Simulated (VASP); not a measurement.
Level of theory: PBE GGA, VASP's PBE PAW potentials (set 64) (plane waves; VASP).

VASP input:

INCAR:
```
SYSTEM = Zn
PREC = Accurate; ENCUT = 400; LREAL = .FALSE.
LASPH = .TRUE.; KSPACING = 0.25; KGAMMA = .TRUE.
EDIFF = 1E-6; NELM = 100; ALGO = Normal
LMAXMIX = 4
ISMEAR = 1; SIGMA = 0.1
GGA = PE
ISIF = 2
LWAVE = .FALSE.; LCHARG = .FALSE.
```

### POSCAR
```
Zn
1
    1.3300000000    -2.3036280000     0.0000000000
    1.3300000000     2.3036280000     0.0000000000
    0.0000000000     0.0000000000     4.9500000000
Zn
2
Direct
  0.3333330000   0.6666670000   0.2500000000
  0.6666670000   0.3333330000   0.7500000000
```

POTCAR, in this order: Zn (PBE.64 set). Program: vasp_std.

Output of the run:

OSZICAR:
```
       N       E                     dE             d eps       ncg     rms          rms(c)
DAV:   1     0.865147981733E+02    0.86515E+02   -0.11070E+04  2096   0.202E+03
DAV:   2    -0.109692445417E+00   -0.86624E+02   -0.85162E+02  2104   0.275E+02
DAV:   3    -0.240303021633E+01   -0.22933E+01   -0.22904E+01  2648   0.560E+01
DAV:   4    -0.240877745999E+01   -0.57472E-02   -0.57470E-02  2408   0.284E+00
DAV:   5    -0.240878660665E+01   -0.91467E-05   -0.91470E-05  2504   0.923E-02    0.404E+00
DAV:   6    -0.221237030840E+01    0.19642E+00   -0.96911E-01  2128   0.219E+01    0.303E+00
DAV:   7    -0.220310321265E+01    0.92671E-02   -0.29292E-02  2600   0.317E+00    0.156E+00
DAV:   8    -0.219851321474E+01    0.45900E-02   -0.17733E-03  2712   0.717E-01    0.469E-02
DAV:   9    -0.219851909518E+01   -0.58804E-05   -0.27932E-04  2872   0.251E-01    0.332E-02
DAV:  10    -0.219852158094E+01   -0.24858E-05   -0.26806E-05  2304   0.745E-02    0.268E-03
DAV:  11    -0.219852136021E+01    0.22073E-06   -0.14052E-07  1528   0.385E-03
   1 F= -.21985214E+01 E0= -.21984149E+01  d E =-.319378E-03
```

File OUTCAR:
```
------------------------ aborting loop because EDIFF is reached ----------------------------------------
  FORCE on cell =-STRESS in cart. coord.  units (eV):
  Direction    XX          YY          ZZ          XY          YZ          ZX
  --------------------------------------------------------------------------------------
  Total        0.0983380      0.0983380     -0.2724496      0.0000000      0.0000000      0.0000000
  in kB        5.1943674      5.1943693    -14.3912183      0.0000000      0.0000000      0.0000000
  external PRESSURE =      -1.3341605 kB  Pullay stress =       0.0000000 kB
  volume of cell :       30.33
      direct lattice vectors                 reciprocal lattice vectors
     1.330000000 -2.303628000  0.000000000     0.375939850 -0.217048933  0.000000000
     1.330000000  2.303628000  0.000000000     0.375939850  0.217048933  0.000000000
     0.000000000  0.000000000  4.950000000     0.000000000  0.000000000  0.202020202
 POSITION                                       TOTAL-FORCE (eV/Angst)
 -----------------------------------------------------------------------------------
      1.33000      0.76788      1.23750        -0.000000      0.000000      0.000000
      1.33000     -0.76788      3.71250         0.000000     -0.000000      0.000000
 -----------------------------------------------------------------------------------
    total drift:                                0.000000      0.000073      0.000003
  FREE ENERGIE OF THE ION-ELECTRON SYSTEM (eV)
  ---------------------------------------------------
  free  energy   TOTEN  =        -2.1985213602 eV

  energy  without entropy=       -2.1982019823  energy(sigma->0) =       -2.19841490
```
(Selected blocks of OUTCAR.)

### OUTCAR
```
 val. band max:        2.9848591607   @ k =   0.3636   0.2727   0.3333

 cond. band min:       2.9972750339   @ k =   0.3636   0.2727   0.3333


 Fermi energy:         2.9937707253

 k-point     1 :       0.0000    0.0000    0.0000
  band No.  band energies     occupation
      1      -7.2916      2.00000
      2      -5.4896      2.00000
      3      -4.7912      2.00000
      4      -4.5514      2.00000
      5      -4.5514      2.00000
      6      -4.5017      2.00000
      7      -4.5016      2.00000
      8      -4.1742      2.00000
      9      -4.1742      2.00000
     10      -3.9674      2.00000
     11      -3.9674      2.00000
     12      -0.5274      2.00000
     13       0.0668      2.00000
     14      16.6945      0.00000
     15      20.3520      0.00000
     16      20.6445      0.00000

 k-point     2 :       0.0909    0.0000    0.0000
  band No.  band energies     occupation
      1      -7.0464      2.00000
      2      -5.3852      2.00000
      3      -4.7673      2.00000
      4      -4.5738      2.00000
      5      -4.5256      2.00000
      6      -4.4936      2.00000
      7      -4.4470      2.00000
      8      -4.2302      2.00000
      9      -4.1963      2.00000
     10      -4.0935      2.00000
     11      -3.9650      2.00000
     12      -0.1435      2.00000
     13       0.1975      2.00000
     14      16.9561      0.00000
     15      17.2209      0.00000
     16      18.8887      0.00000

 k-point     3 :       0.1818    0.0000    0.0000
  band No.  band energies     occupation
      1      -6.3444      2.00000
      2      -5.1602      2.00000
      3      -4.7327      2.00000
      4      -4.6178      2.00000
      5      -4.4949      2.00000
      6      -4.4639      2.00000
      7      -4.3364      2.00000
      8      -4.2979      2.00000
      9      -4.2565      2.00000
     10      -4.2508      2.00000
     11      -3.9637      2.00000
     12       0.6360      2.00000
     13       0.8672      2.00000
...
```

The compound is Zn in the hcp structure. The cell was not relaxed at this level. The run is one of a series of settings (KGAMMA = .TRUE., KSPACING = 0.25, KPOINTS file removed against the base run), some of them coarse on purpose.
